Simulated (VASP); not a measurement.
A run of VASP 6.6.1:

File INCAR:

```
SYSTEM = C
PREC     = Accurate       ! precision mode
ENCUT    = 520            ! plane-wave cutoff, eV
EDIFF    = 1E-7           ! SCF threshold, eV
ISMEAR   = 0              ! smearing method
SIGMA    = 0.02           ! smearing width, eV
LREAL    = .FALSE.        ! projectors in reciprocal space
LASPH    = .TRUE.         ! aspherical terms in the spheres
NELM     = 80             ! most SCF steps
ALGO     = Normal         ! electronic algorithm
ISIF     = 3              ! what is computed and relaxed
LWAVE    = .FALSE.        ! write WAVECAR
LCHARG   = .FALSE.        ! write CHGCAR
GGA      = PE             ! functional
IBRION   = 2              ! ionic algorithm
NSW      = 80             ! ionic steps
EDIFFG   = -0.002         ! ionic threshold
```

File KPOINTS:

```
regular mesh
0
G
  10 10 10
  0 0 0
```

POSCAR

```
C
1.0
    0.0000000000      1.7833700000      1.7833700000
    1.7833700000      0.0000000000      1.7833700000
    1.7833700000      1.7833700000      0.0000000000
C
2
Direct
    0.0000000000      0.0000000000      0.0000000000
    0.2500000000      0.2500000000      0.2500000000
```

Potentials or basis: VASP PAW PBE potentials, release 64 (C).

Run with:

```console
$ cat potpaw_PBE.64/C/POTCAR > POTCAR
$ mpirun -np 1 vasp_std > vasp.out
```

Hardware: 1 thread of Intel(R) Xeon(R) Platinum 8375C CPU @ 2.90GHz (Ice Lake), with other jobs on the host.

Problem. How long does it take, and how much memory?

Solution. Wall time 12 s on 1 thread of Intel(R) Xeon(R) Platinum 8375C CPU @ 2.90GHz (Ice Lake), with other jobs on the host, peak memory 0.12 GiB. Counts: scf iterations 22, k points 47, ion steps 3.
